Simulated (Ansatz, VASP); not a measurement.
# Ti6AlSiC4 (Ti3Al0.5Si0.5C2, 312 MAX phase): VASP beside Ansatz, part 2 of 3

One calculation is typed for both programs; each brings its own data sets. How far apart do they land? The cell is invented: As first built, before any earlier steps moved the atoms (in the runner's words): 2x2x1 conventional cells of the Ti3AlC2 type (48 atoms: 16 C, 4 Al, 4 Si, 24 Ti); Al/Si share their sites, the best of 600 random draws by like-pair counts in two shells; start lattice by linear mixing of the end members' cells; atoms moved at random by 0.02 A. It may not be a known or stable phase. Of the first pair: The structure shown is the start of the Ansatz relaxation below; VASP solves that cell, so the two are compared at the walk's first step.

VASP 6.6.1 and Ansatz 0.2.0.

So far: The starting structure; Ansatz: relaxation, PBE.

### 3. VASP: single point, PBE, start cell, pair 1

Level of this step: PBE; plane waves and PAW (C, Al, Si, Ti_sv); invented cell (VASP).

The same cell, functional, mesh and smearing now go to VASP, with its own data sets.

Lines of VASP's logs that name or quote its potential files are left out, and so is its time.

INCAR

```
SYSTEM = Ti6AlSiC4
PREC = Accurate
ENCUT = 520
EDIFF = 1E-06
NELM = 120
ISMEAR = 1
SIGMA = 0.15
LREAL = Auto
ALGO = Normal
GGA = PE
NBANDS = 224
LASPH = .TRUE.
LORBIT = 11
LWAVE = .FALSE.
LCHARG = .FALSE.
ISIF = 2
GGA_COMPAT = .FALSE.
KPAR = 8
```

POSCAR

```
Ti6AlSiC4
1.0
    6.1295000000      0.0000000000      0.0000000000
   -3.0647500000      5.3083000000      0.0000000000
    0.0000000000      0.0000000000     18.1767500000
C Al Si Ti
16 4 4 24
Direct
    0.1692177014      0.3341936213      0.5692436767
    0.3385077830      0.1689806529      0.0691542768
    0.1612537632      0.3309910894      0.9310795384
    0.3403916253      0.1727483375      0.4290646018
    0.1680051165      0.8384982009      0.5703439834
    0.3332498869      0.6616054104      0.0697044301
    0.1659446027      0.8320931372      0.9294290784
    0.3309762403      0.6727200799      0.4300548778
    0.6640076451      0.3373961532      0.5701789374
    0.8354100411      0.1659665053      0.0692643074
    0.6649729917      0.3347587740      0.9307494464
    0.8361955798      0.1691690372      0.4312652152
    0.6695074488      0.8371795113      0.5713342594
    0.8342713592      0.6665034003      0.0696494148
    0.6599724331      0.8275719157      0.9313546151
    0.8324447575      0.6648079423      0.4317053379
    0.0034512931      0.0003767685      0.7511243759
    0.0003111513      0.5014788162      0.2520252520
    0.5031841737      0.9991899478      0.2508149147
    0.5039091356      0.4997833581      0.2496045773
    0.0059168599      0.9991899478      0.2486143012
    0.0051266619      0.5088258011      0.7507942839
    0.4995359200      0.9922197314      0.7494739159
    0.5037644659      0.4988414370      0.7515644986
    0.0028996665      0.0018838423      0.0019805521
    0.9981422125      0.9988131794      0.5002544459
    0.1648479127      0.3274117891      0.1304963759
    0.3345098130      0.1665316580      0.6298155611
    0.1683533099      0.3383380743      0.3712434841
    0.3348225778      0.1638942788      0.8708377460
    0.0001714313      0.4969575947      0.9994085851
    0.0025649990      0.5046813481      0.5009696453
    0.1707835387      0.8349189006      0.1301112685
    0.3392948446      0.6678220899      0.6295954997
    0.1654718288      0.8262532261      0.3710234228
    0.3367417581      0.6698943164      0.8707827307
    0.5026190210      0.9980596424      0.9999587385
    0.5035843676      0.9954222632      0.5000343846
    0.6665976831      0.3334400844      0.1285158238
    0.8339029673      0.1629523576      0.6276699630
    0.6664832019      0.3292956314      0.3715185608
    0.8325356134      0.1644594315      0.8707277154
    0.5009608049      0.5020439689      0.9994085851
    0.4970552137      0.4948853682      0.4997593079
    0.6607714978      0.8334118268      0.1285708391
    0.8429451198      0.6717781587      0.6288803004
    0.6706359409      0.8345421321      0.3698130854
    0.8277221160      0.6710246218      0.8714979300
```

KPOINTS

```
Automatic mesh
0
Gamma
5 5 1
0 0 0
```

The projector-augmented-wave data sets are C, Al, Si and Ti_sv (PBE family, release 64).

Run with:

```bash
mpirun -np 8 vasp_std
```

Numbers of over 12 decimals in the logs are rounded to 6 here.

The program printed:

```text
[banner, memory and clock lines left out]
running    8 mpi-ranks, on    1 nodes
[...]
|                                                                             |
|           W    W    AA    RRRRR   N    N  II  N    N   GGGG   !!!           |
|           W    W   A  A   R    R  NN   N  II  NN   N  G    G  !!!           |
|           W    W  A    A  R    R  N N  N  II  N N  N  G       !!!           |
|           W WW W  AAAAAA  RRRRR   N  N N  II  N  N N  G  GGG   !            |
|           WW  WW  A    A  R   R   N   NN  II  N   NN  G    G                |
|           W    W  A    A  R    R  N    N  II  N    N   GGGG   !!!           |
|                                                                             |
|     For optimal performance we recommend to set                             |
|       NCORE = 2 up to number-of-cores-per-socket                            |
|     NCORE specifies how many cores store one orbital (NPAR=cpu/NCORE).      |
|     This setting can greatly improve the performance of VASP for DFT.       |
|     The default, NCORE=1 might be grossly inefficient on modern             |
|     multi-core architectures or massively parallel machines. Do your        |
|     Unfortunately you need to use the default for GW and RPA                |
|     calculations (for HF NCORE is supported but not extensively tested      |
|     yet).                                                                   |
|                                                                             |

 LDA part: xc-table for (Slater+PW92), standard interpolation
 POSCAR, INCAR and KPOINTS ok, starting setup
[...]
entering main loop
       N       E                     dE             d eps       ncg     rms          rms(c)
DAV:   1     0.582282839397E+04    0.58228E+04   -0.17619E+05  5824   0.201E+03
DAV:   2     0.600502060726E+03   -0.52223E+04   -0.50935E+04  5824   0.654E+02
DAV:   3    -0.374136839954E+03   -0.97464E+03   -0.94135E+03  8248   0.237E+02
DAV:   4    -0.509710389652E+03   -0.13557E+03   -0.13448E+03  8376   0.791E+01
[...]
DAV:  22    -0.410352215791E+03   -0.12384E-05   -0.18670E-05  7752   0.240E-02    0.714E-03
DAV:  23    -0.410352217261E+03   -0.14701E-05   -0.77408E-06  6792   0.141E-02    0.371E-03
DAV:  24    -0.410352217543E+03   -0.28266E-06   -0.22645E-06  4440   0.974E-03
   1 F= -.41035222E+03 E0= -.41036016E+03  d E =0.238176E-01
```

From OUTCAR (step 3):

```text
  Total        9.5066607      9.0584055     10.1498717      0.2956351      0.3566888     -0.3896991
  in kB       25.7538306     24.5394936     27.4963085      0.8008844      0.9662806     -1.0557066
  external PRESSURE =      25.9298776 kB  Pullay stress =       0.0000000 kB

 POSITION                                       TOTAL-FORCE (eV/Angst)
 -----------------------------------------------------------------------------------
      0.01300      1.77400     10.34700        -0.070933     -0.020000      0.307860
      1.55700      0.89700      1.25700        -0.315286     -0.316534      0.366001
     -0.02600      1.75700     16.92400         0.532904      0.145739     -0.477354
      1.55700      0.91700      7.79900        -0.446921     -0.797492      0.124946
     -1.54000      4.45100     10.36700         0.590227     -0.328724     -0.083383
      0.01500      3.51200      1.26700        -0.365927      0.220321      0.175849
     -1.53300      4.41700     16.89400         0.001991      0.040995      0.161900
     -0.03300      3.57100      7.81700         0.915241     -0.545171      0.092055
      3.03600      1.79100     10.36400         0.684391     -0.342320      0.170695
      4.61200      0.88100      1.25900        -0.180892      0.002571      0.330857
      3.05000      1.77700     16.91800         0.315598     -0.145983     -0.401897
      4.60700      0.89800      7.83900         0.074719     -0.260075     -0.324438
      1.53800      4.44400     10.38500         0.171502     -0.582407     -0.471366
      3.07100      3.53800      1.26600         0.023310      0.138164      0.336063
[...]
-----------------------------------------------------------------------------------
    total drift:                                0.032875     -0.047272      0.042348

  FREE ENERGIE OF THE ION-ELECTRON SYSTEM (eV)
  ---------------------------------------------------
  free  energy   TOTEN  =      -410.3522175433 eV

  energy  without entropy=     -410.3760351783  energy(sigma->0) =     -410.36015675

[... 2 further parts left out ...]
```

The k-mesh is coarse for a metal.

The run ends at a pressure of 2.59 GPa, with forces up to 1.5 eV/Å.

### 4. Side by side

Known differences besides the potentials themselves: the cutoff is 420 eV in Ansatz and 520 eV in VASP (PREC = Accurate, projectors in real space). Total energies have different zeros and are not compared.

Forces on 9 of the 48 atoms, those with the largest forces and the largest differences (eV/Å; atoms numbered as in POSCAR):

```
atom          Ansatz x, y, z            VASP x, y, z
  C8    0.902, -0.551, 0.084    0.915, -0.545, 0.092
Ti28     0.120, 0.323, 0.451     0.104, 0.330, 0.481
Ti34   -0.403, -0.147, 0.971   -0.392, -0.154, 0.985
Ti35   -0.661, 0.988, -0.166   -0.659, 0.993, -0.187
Ti36  -0.447, -0.538, -0.975  -0.447, -0.524, -0.998
Ti40    -0.320, 0.865, 1.164    -0.309, 0.869, 1.185
Ti46   -0.539, -0.523, 0.872   -0.551, -0.523, 0.898
Ti47     0.142, 0.013, 0.240     0.128, 0.021, 0.210
Ti48   0.719, -0.539, -0.571   0.724, -0.539, -0.604
```

The forces differ by 11 meV/Å r.m.s., which is 2.8 % of the r.m.s. force of 0.385 eV/Å (both taken over all components).

### 5. Ansatz: relaxation, PBE

This run makes the geometry at which the two programs are then compared. The cell compared in this pair holds 595.48 Å³, against 591.42 Å³ for the pair before.

The structure compared here is the end of the Ansatz relaxation.

input.yaml

```yaml
crystal:
  lattice:
    - [6.1295, 0.0, 0.0]
    - [-3.06475, 5.3083, 0.0]
    - [0.0, 0.0, 18.17675]
  atoms:
    - { symbol: C, position: [0.16931, 0.33427, 0.56926] }
    - { symbol: C, position: [0.33848, 0.16902, 0.06917] }
    - { symbol: C, position: [0.16131, 0.33096, 0.93109] }
    - { symbol: C, position: [0.34046, 0.17275, 0.42905] }
    - { symbol: C, position: [0.1681, 0.83854, 0.57034] }
    - { symbol: C, position: [0.33334, 0.66169, 0.06969] }
    - { symbol: C, position: [0.16595, 0.832, 0.92944] }
    - { symbol: C, position: [0.33108, 0.67281, 0.43006] }
    - { symbol: C, position: [0.66396, 0.33741, 0.57018] }
    - { symbol: C, position: [0.83535, 0.16597, 0.06925] }
    - { symbol: C, position: [0.6649, 0.33467, 0.93077] }
    - { symbol: C, position: [0.83622, 0.16916, 0.43124] }
    - { symbol: C, position: [0.66959, 0.83719, 0.57134] }
    - { symbol: C, position: [0.83427, 0.66648, 0.06965] }
    - { symbol: C, position: [0.65996, 0.82758, 0.93138] }
    - { symbol: C, position: [0.83243, 0.66473, 0.43168] }
    - { symbol: Al, position: [0.00348, 0.00037, 0.75115] }
    - { symbol: Al, position: [0.00028, 0.50152, 0.25205] }
    - { symbol: Al, position: [0.50319, 0.99915, 0.25082] }
    - { symbol: Al, position: [0.50391, 0.49976, 0.2496] }
    - { symbol: Si, position: [0.00587, 0.99912, 0.24862] }
    - { symbol: Si, position: [0.00514, 0.5089, 0.75078] }
    - { symbol: Si, position: [0.4995, 0.99218, 0.7495] }
    - { symbol: Si, position: [0.50373, 0.4989, 0.75158] }
    - { symbol: Ti, position: [0.00292, 0.00196, 0.00199] }
    - { symbol: Ti, position: [0.99813, 0.99872, 0.50026] }
    - { symbol: Ti, position: [0.16487, 0.32744, 0.1305] }
    - { symbol: Ti, position: [0.33446, 0.16655, 0.62983] }
    - { symbol: Ti, position: [0.16835, 0.3384, 0.37122] }
    - { symbol: Ti, position: [0.33472, 0.16384, 0.87084] }
    - { symbol: Ti, position: [0.00013, 0.49695, 0.99942] }
    - { symbol: Ti, position: [0.00261, 0.50469, 0.50098] }
    - { symbol: Ti, position: [0.17086, 0.83496, 0.13013] }
    - { symbol: Ti, position: [0.33934, 0.66778, 0.62962] }
    - { symbol: Ti, position: [0.16545, 0.82627, 0.37103] }
    - { symbol: Ti, position: [0.33675, 0.66997, 0.87078] }
    - { symbol: Ti, position: [0.5026, 0.99804, 0.99994] }
    - { symbol: Ti, position: [0.50355, 0.99535, 0.50004] }
    - { symbol: Ti, position: [0.66659, 0.33341, 0.12853] }
    - { symbol: Ti, position: [0.83398, 0.16303, 0.62766] }
    - { symbol: Ti, position: [0.6665, 0.32921, 0.37152] }
    - { symbol: Ti, position: [0.83259, 0.16443, 0.87072] }
    - { symbol: Ti, position: [0.50097, 0.50201, 0.9994] }
    - { symbol: Ti, position: [0.49703, 0.4949, 0.49978] }
    - { symbol: Ti, position: [0.6607, 0.83343, 0.12857] }
    - { symbol: Ti, position: [0.84291, 0.67174, 0.6289] }
    - { symbol: Ti, position: [0.67059, 0.83461, 0.3698] }
    - { symbol: Ti, position: [0.82778, 0.67103, 0.87148] }
kpoints:
  mp_grid: { grid: [5, 5, 1] }
hamiltonian:
  xc: pbe
scf:
  occupations: { method: methfessel_paxton, width: 0.15 }
output:
  forces: true
  stress: true
relax:
  f_tol: 0.02
  max_steps: 45
  cell: { stress_tol: 0.1 }
```

Run with:

```bash
ansatz run input.yaml --threads 32 --pin off --max-ram 143360MiB --backend cuda --events-out ev --progress --plain --runs-dir out
```

The program printed:

```text
[...]
GPU FFT provider: cuFFT
GPU libraries: cuBLAS 13.8.1, cuFFT 12.4.0, cuSOLVER 12.3.2
[...]
Crystal: 48 atoms, lattice volume = 591.421 Å³
Basis set: ecut = 420 eV, 11527 PW (Γ), exchange–correlation on 90×90×250 points (8 copies of the dense FFT grid, shifted against one another)
[...]
-0.005010      -0.004068      -0.014221
  P = ⅓ Tr σ = 0.0029 GPa (0.029 kbar)
--- Band table (eV; the first three rows and the last of 13) ---
--- Relaxed structure (4 steps of the walk, 4 accepted, 1 SCFs on fresh bases) ---
[...]
cell:  # Å, volume = 595.4790 Å³
    - [6.150964, -3.416226687149821e-5, 8.972019779155995e-5]
    - [-3.075512, 5.326648, 2.899627257641108e-5]
    - [0.000266061, 0.0002529, 18.174841]
  atoms:
    [... one line an atom ...]
[key lines of the parts left out:]
SCF converged after 5 iterations
Free energy (F): -68739.309187 eV
Fermi energy:    12.887117 eV
```

[end of part 2 of 3]

[Lines on the potential files, build, host, timing and source positions are cut from VASP's logs without a mark.]

[Logs are printed without paths, hosts, clocks, repeated set-up lines and the standing remarks that a program may print on its own settings, such as how far it seeks lower states.]

[Hosts, paths, dates, database ids (printed as entryN), source tags and the programs' standing remarks are cut or masked in the printed files.]
